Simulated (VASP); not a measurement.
Level of theory: PW91 GGA, VASP's PBE PAW potentials (set 64) (plane waves; VASP 6.6.1).

A VASP calculation is set up with these files.

### INCAR
```
# general
SYSTEM  = TiCo
PREC    = Accurate
ENCUT   = 520
LREAL   = .FALSE.
LASPH   = .TRUE.

# electronic loop
EDIFF   = 1E-6
NELM    = 100
ALGO    = Normal
LMAXMIX = 4

# smearing
ISMEAR  = 1
SIGMA   = 0.1

# functional
GGA     = 91

# ions
IBRION  = 2
NSW     = 60
ISIF    = 3
EDIFFG  = -0.01

# output
LWAVE   = .FALSE.
LCHARG  = .FALSE.
```

File POSCAR:
```
TiCo
1
    2.9900000000     0.0000000000     0.0000000000
    0.0000000000     2.9900000000     0.0000000000
    0.0000000000     0.0000000000     2.9900000000
Ti Co
1 1
Direct
  0.0000000000   0.0000000000   0.0000000000
  0.5000000000   0.5000000000   0.5000000000
```

**KPOINTS**
```
kpoints
0
Gamma
11 11 11
0 0 0
```

POTCAR, in this order: Ti_sv Co (PBE.64 set). Program: vasp_std.

Energy and stress use the plane-wave basis of the starting cell.

Estimate the energy per atom (σ→0), volume per atom, band gap (on the k-mesh).

- energy per atom (σ→0) = -7.804 eV/atom
- band gap (on the k-mesh) = none (metal, semimetal or under 0.01 eV)
- volume per atom = 13.09 Å³/atom

**OSZICAR**
```
...
DAV:   4    -0.156085957215E+02    0.30631E-02   -0.51901E-02  1702   0.196E+00    0.729E-01
DAV:   5    -0.156072057239E+02    0.13900E-02   -0.17190E-02  2310   0.101E+00    0.338E-01
DAV:   6    -0.156077857981E+02   -0.58007E-03   -0.84758E-04  1932   0.327E-01    0.324E-01
DAV:   7    -0.156080582350E+02   -0.27244E-03   -0.37448E-03  2302   0.541E-01    0.474E-02
DAV:   8    -0.156080539762E+02    0.42588E-05   -0.32952E-04  2046   0.166E-01    0.285E-02
DAV:   9    -0.156080571828E+02   -0.32066E-05   -0.43683E-05  2108   0.716E-02    0.163E-02
DAV:  10    -0.156080569597E+02    0.22314E-06   -0.45938E-06  1304   0.245E-02
   3 F= -.15608057E+02 E0= -.15608213E+02  d E =-.642116E-02
```

The compound is TiCo in the CsCl type structure. This run relaxes it. Symmetry was kept, so distortions that lower it aren't found. The run is not spin-polarised, so no magnetic state was tried. The electron count is odd and the run is not spin-polarised, which forces a metal.
